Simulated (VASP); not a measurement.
# Te2Mo (P6_3/mmc) in VASP: a series of runs, part 2 of 2

VASP 6.6.1. Earlier steps stand in the parts before.

## Step 3: Band structure, HSE06

POSCAR

```
Te2Mo                                   
1.0
    3.4956861272      0.0000000000      0.0000000000
   -1.7478430636      3.0273529941      0.0000000000
    0.0000000000      0.0000000000     13.6948504122
  Te              Mo            
     4     2
Direct
     0.3333333300000021    0.6666666699999979    0.6172431572599351
     0.6666666699999979    0.3333333300000021    0.1172431572599351
     0.3333333300000021    0.6666666699999979    0.8827568427400649
     0.6666666699999979    0.3333333300000021    0.3827568427400649
     0.3333333300000021    0.6666666699999979    0.2500000000000000
     0.6666666699999979    0.3333333300000021    0.7500000000000000
```

INCAR.step1

```
PREC = Accurate ; ENCUT = 520
EDIFF = 1E-5 ; ISMEAR = 0
SIGMA = 0.03 ; LREAL = F
LASPH = T ; NELM = 80
ALGO = Normal ; ISIF = 2
LWAVE = T ; LCHARG = F
LMAXMIX = 4 ; NBANDS = 35
KPAR = 4 ; GGA = PE
```

INCAR.step2

```
PREC = Accurate ; ENCUT = 520
EDIFF = 1E-6 ; ISMEAR = 0
SIGMA = 0.03 ; LREAL = F
LASPH = T ; NELM = 80
ALGO = Normal ; ISIF = 2
LWAVE = F ; LCHARG = F
LMAXMIX = 4 ; GGA = PE
LHFCALC = T ; HFSCREEN = 0.2
PRECFOCK = Fast ; NBANDS = 35
KPAR = 4 ; ISTART = 1
```

KPOINTS

```
regular mesh
0
Gamma
  6 6 2
```

KPOINTS_OPT

```
explicit points
6
Reciprocal
 0.0000000000  0.0000000000  0.0000000000 1
 0.0000000000  0.0000000000  0.5000000000 1
 0.3333333333  0.3333333333  0.5000000000 1
 0.3333333333  0.3333333333  0.0000000000 1
 0.5000000000  0.0000000000  0.5000000000 1
 0.5000000000  0.0000000000  0.0000000000 1
```

Potentials or basis: VASP PAW PBE potentials, release 64 (Te, Mo_sv).

Command:

```bash
> cat potpaw_PBE.64/Te/POTCAR potpaw_PBE.64/Mo_sv/POTCAR > POTCAR
> cp INCAR.step1 INCAR
> mpirun -np 4 vasp_std > vasp.out
> cp INCAR.step2 INCAR
> mpirun -np 4 vasp_std > vasp.out
```

OUTCAR:

```text
PREC = Accurate
   ENCUT = 520
   EDIFF = 1E-6
   ISMEAR = 0
   LREAL = F
   LASPH = T
   NELM = 80
   ISIF = 2
   GGA = PE
   LHFCALC = T
   HFSCREEN = 0.2
   PRECFOCK = Fast
   ISTART = 1

 ion  position               nearest neighbor table
   1  0.333  0.667  0.617-   6 2.72   6 2.72   6 2.72   3 3.64
   2  0.667  0.333  0.117-   5 2.72   5 2.72   5 2.72   4 3.64
   3  0.333  0.667  0.883-   6 2.72   6 2.72   6 2.72   1 3.64
   4  0.667  0.333  0.383-   5 2.72   5 2.72   5 2.72   2 3.64
   5  0.333  0.667  0.250-   2 2.72   4 2.72   2 2.72   4 2.72   2 2.72   4 2.72
   6  0.667  0.333  0.750-   1 2.72   3 2.72   1 2.72   3 2.72   1 2.72   3 2.72

  LATTYP: Found a hexagonal cell.
 ALAT       =     3.4956861272
 C/A-ratio  =     3.9176430360

  Lattice vectors:

 A1 = (   3.4956861272,   0.0000000000,   0.0000000000)
 A2 = (  -1.7478430636,   3.0273529941,   0.0000000000)
 A3 = (   0.0000000000,   0.0000000000,  13.6948504122)

Analysis of symmetry for initial positions (statically):
=====================================================================
[... 184 lines left out ...]
 cond. band min:       9.4212989265   @ k =   0.1667   0.1667   0.0000
 fundamental gap:      1.1093929791
 Fermi energy:         8.6545363010

 k-point     1 :       0.0000    0.0000    0.0000
  band No.  band energies     occupation
      1     -56.6155      2.00000
      2     -56.6154      2.00000
      3     -29.3800      2.00000
      4     -29.3800      2.00000
      5     -29.2063      2.00000
      6     -29.2063      2.00000
[... 521 lines left out ...]
     34      12.5953      0.00000
     35      13.9674      0.00000

------------------------ aborting loop because EDIFF is reached ----------------------------------------

  FORCE on cell =-STRESS in cart. coord.  units (eV):
  Direction    XX          YY          ZZ          XY          YZ          ZX
  --------------------------------------------------------------------------------------
  -------------------------------------------------------------------------------------
  Total       -0.0266779     -0.0266779     -0.9117836      0.0000000      0.0000000      0.0000000
  in kB       -0.2949236     -0.2949236    -10.0797459      0.0000000      0.0000000      0.0000000
  external PRESSURE =      -3.5565310 kB  Pullay stress =       0.0000000 kB

 VOLUME and BASIS-vectors are now :
 -----------------------------------------------------------------------------
  energy-cutoff  :      520.00
  volume of cell :      144.93
      direct lattice vectors                 reciprocal lattice vectors
     3.495686127  0.000000000  0.000000000     0.286066873  0.165160786  0.000000000
    -1.747843064  3.027352994  0.000000000     0.000000000  0.330321572  0.000000000
     0.000000000  0.000000000 13.694850412     0.000000000  0.000000000  0.073020148

 POSITION                                       TOTAL-FORCE (eV/Angst)
 -----------------------------------------------------------------------------------
     -0.00000      2.01824      8.45305        -0.000000      0.000000      0.547937
      1.74784      1.00912      1.60563         0.000000      0.000000      0.547937
     -0.00000      2.01824     12.08922         0.000000     -0.000000     -0.547937
      1.74784      1.00912      5.24180         0.000000      0.000000     -0.547937
     -0.00000      2.01824      3.42371        -0.000000      0.000000      0.000000
      1.74784      1.00912     10.27114        -0.000000     -0.000000      0.000000
 -----------------------------------------------------------------------------------
    total drift:                                0.000000     -0.000000      0.000001

  FREE ENERGIE OF THE ION-ELECTRON SYSTEM (eV)
  ---------------------------------------------------
  free  energy   TOTEN  =       -43.6905834769 eV

  energy  without entropy=      -43.6905834769  energy(sigma->0) =      -43.69058348
```

OSZICAR.step1:

```text
N       E                     dE             d eps       ncg     rms          rms(c)
DAV:   1     0.397212900110E+03    0.39721E+03   -0.26968E+04  1124   0.134E+03
DAV:   2    -0.157967933610E+02   -0.41301E+03   -0.40064E+03  1205   0.323E+02
DAV:   3    -0.366921839844E+02   -0.20895E+02   -0.20531E+02  1205   0.630E+01
DAV:   4    -0.371435900275E+02   -0.45141E+00   -0.44964E+00  1143   0.927E+00
DAV:   5    -0.371539385656E+02   -0.10349E-01   -0.10346E-01  1230   0.146E+00    0.221E+01
DAV:   6    -0.363705135732E+02    0.78342E+00   -0.56779E+00  1098   0.128E+01    0.888E+00
DAV:   7    -0.363485625630E+02    0.21951E-01   -0.49367E+00  1037   0.104E+01    0.614E+00
DAV:   8    -0.359049548132E+02    0.44361E+00   -0.10721E+00  1029   0.549E+00    0.278E+00
DAV:   9    -0.359119256976E+02   -0.69709E-02   -0.18553E-01  1146   0.194E+00    0.116E+00
DAV:  10    -0.359044229138E+02    0.75028E-02   -0.31532E-02  1077   0.102E+00    0.393E-01
DAV:  11    -0.359048039493E+02   -0.38104E-03   -0.21725E-03  1168   0.226E-01    0.207E-01
DAV:  12    -0.359046808630E+02    0.12309E-03   -0.33479E-04  1139   0.888E-02    0.161E-01
DAV:  13    -0.359046377707E+02    0.43092E-04   -0.89586E-05  1061   0.486E-02    0.863E-02
DAV:  14    -0.359046334693E+02    0.43014E-05   -0.13439E-05   562   0.178E-02
   1 F= -.35904633E+02 E0= -.35904633E+02  d E =-.552100E-49
```

Run time: 44 min. Hardware: 4 MPI ranks of Intel Xeon 6975P-C (Granite Rapids), shared host; peak memory 0.5 GiB.

What came out:

```
Free energy             : -43.6906 eV
Pressure                : -0.4 GPa
Largest force           : 0.548 eV/Å
Band gap on the k mesh  : 1.11 eV, indirect (least direct gap 1.46 eV)
Band gap along the path : 1.39 eV, indirect (least direct gap 1.46 eV)
```

Forces in eV/Å, atoms in the order of the input:
```
Te   0.000  0.000  0.548
Te   0.000  0.000  0.548
Te   0.000  0.000 -0.548
Te   0.000  0.000 -0.548
Mo   0.000  0.000  0.000
Mo   0.000  0.000  0.000
```

Levels at points of the mesh, in eV from the valence-band top:
| k point | band 23 | band 24 | band 25 | band 26 | band 27 | band 28 | band 29 | band 30 |
| --- | --- | --- | --- | --- | --- | --- | --- | --- |
| (0.00, 0.00, 0.00) | -1.14 | -1.14 | -0.29 | 0.00 | 3.48 | 3.48 | 3.67 | 3.67 |
| (0.50, 0.00, 0.00) | -1.28 | -1.18 | -0.78 | -0.35 | 1.76 | 1.85 | 1.94 | 2.42 |
| (0.00, 0.00, 0.50) | -1.17 | -1.17 | -0.08 | -0.08 | 3.52 | 3.52 | 3.52 | 3.52 |
| (0.50, 0.00, 0.50) | -1.20 | -1.20 | -0.57 | -0.57 | 1.79 | 1.79 | 2.20 | 2.20 |

Caveat: the PAW data sets were made with another functional, which shifts forces and pressure a little; spin-orbit coupling is left out, which moves the levels of the heavy elements; this functional lacks dispersion, which binds the layers, so the pressure and a relaxed spacing across them are unreliable.

## Step 4: Against experiment

Step 2. Against the measured gap of Te2Mo, 0.88 eV (indirect; 300 K; quoted in “Broadband infrared study of pressure-tunable Fano resonance and metallization transition in 2H-MoTe2”, 2022, pmc:9569381), the calculated 0.71 eV is off by -0.17 eV. Spin-orbit coupling on Mo, Te is left out. The value is that of PBE+D3(BJ) on a finite k mesh, which can miss the band edges, without temperature or zero-point motion. Semilocal functionals fall short of measured gaps as a rule.

Step 3. A measured gap of Te2Mo is 0.88 eV (indirect; 300 K; quoted in “Broadband infrared study of pressure-tunable Fano resonance and metallization transition in 2H-MoTe2”, 2022, pmc:9569381); the calculated 1.11 eV misses it by +0.23 eV. Spin-orbit coupling on Mo, Te is left out. The value is that of HSE06 on a finite k mesh, which can miss the band edges, without temperature or zero-point motion.
